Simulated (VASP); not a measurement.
Computed with PBE GGA, VASP's PBE PAW potentials (set 64) (plane waves; VASP).

A VASP calculation is set up with these files.

File POSCAR:
```
ZnF2
1.0
  4.4333739521   0.0000000000   0.0000000000
  0.0000000000   4.4333739521   0.0000000000
  0.0000000000   0.0000000000   3.0802817057
Zn F
2 4
direct
  1.0000000000   1.0000000000   0.0000000000
  0.5000000000   0.5000000000   0.5000000000
  0.3030504740   0.3030504740   1.0000000000
  0.8030504740   0.1969495260   0.5000000000
  0.1969495260   0.8030504740   0.5000000000
  0.6969495260   0.6969495260   0.0000000000
```

File KPOINTS:
```
Regular mesh
0
Gamma
 5 5 7
```

### INCAR
```
ALGO = Normal
EDIFF = 1E-6
EDIFFG = -0.02
ENCUT = 620
GGA = PE
IBRION = 2
ISIF = 3
ISMEAR = 0
LASPH = .TRUE.
LCHARG = .FALSE.
LMAXMIX = 4
LREAL = .FALSE.
LWAVE = .FALSE.
NELM = 100
NSW = 40
PREC = Accurate
PSTRESS = 300
SIGMA = 0.05
SYSTEM = ZnF2
```

POTCAR, in this order: Zn F (PBE.64 set). Program: vasp_std.

**Question.** What will the output report for the number of irreducible k-points (NKPTS), largest plane-wave count, number of space-group operations, FFT grid (NGX, NGY, NGZ)?

**Answer.** 
The number of irreducible k-points (NKPTS) is 24, the largest plane-wave count is 2145 and the number of space-group operations is 16. The FFT grid (NGX, NGY, NGZ) comes out as 36 × 36 × 28.

The compound is ZnF2 in the rutile structure. It was relaxed first under an external pressure of 30 GPa.
